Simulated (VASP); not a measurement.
These are LDA (Ceperley-Alder, Perdew-Zunger), VASP's LDA PAW potentials (set 64) (plane waves; VASP 6.6.1) values and carry that method's errors.

VASP ran on this input.

**KPOINTS**
```
Automatic mesh
0
G
 8 8 8
0 0 0
```

**INCAR**
```
SYSTEM  =  YPt3
PREC  =  Accurate; ENCUT  =  300; LREAL  =  .FALSE.
LASPH  =  .TRUE.
EDIFF  =  1E-6; NELM  =  100; ALGO  =  Normal
LMAXMIX  =  6
ISMEAR  =  0; SIGMA  =  0.2
ISIF  =  2
LWAVE  =  .FALSE.; LCHARG  =  .FALSE.
```

**POSCAR**
```
YPt3
1
    4.1003600000     0.0000000000     0.0000000000
    0.0000000000     4.1003600000     0.0000000000
    0.0000000000     0.0000000000     4.1003600000
Y Pt
1 3
Direct
  0.0000000000   0.0000000000   0.0000000000
  0.5000000000   0.5000000000   0.0000000000
  0.0000000000   0.5000000000   0.5000000000
  0.5000000000   0.0000000000   0.5000000000
```

POTCAR, in this order: Y_sv Pt (LDA.64 set). Program: vasp_std.

At this cut-off the stress carries a Pulay error, which pulls relaxed volumes low. Unless said otherwise, spin-orbit coupling is left out, though it shifts the bands of the heavy elements here.

Problem. What does the run give for the energy per atom (σ→0), pressure, band gap (on the k-mesh)?

Solution. 
```
Property                                                    Result
------------------------  ----------------------------------------
energy per atom (σ→0)                               -8.366 eV/atom
band gap (on the k-mesh)  none (metal, semimetal or under 0.01 eV)
pressure                                                 -9.23 GPa
```

File OSZICAR:
```
...
DAV:   7    -0.335650387859E+02    0.21136E+00   -0.16956E+00  1792   0.673E+00    0.142E+01
DAV:   8    -0.335001101469E+02    0.64929E-01   -0.42779E-01  2008   0.403E+00    0.222E+00
DAV:   9    -0.334951018718E+02    0.50083E-02   -0.46615E-02  1816   0.130E+00    0.131E+00
DAV:  10    -0.334947988907E+02    0.30298E-03   -0.18199E-03  2088   0.257E-01    0.146E-01
DAV:  11    -0.334948079570E+02   -0.90663E-05   -0.19025E-04  1920   0.101E-01    0.944E-02
DAV:  12    -0.334947982612E+02    0.96958E-05   -0.54833E-05  1888   0.419E-02    0.687E-03
DAV:  13    -0.334947986438E+02   -0.38256E-06   -0.30603E-06  1856   0.927E-03
   1 F= -.33494799E+02 E0= -.33462596E+02  d E =-.644044E-01
```

The structure comes from a computed database's YPt3 entry (Pm-3m); how it stands against other phases isn't given here. The cell was not relaxed at this level. The electron count is odd and the run is not spin-polarised, which forces a metal.
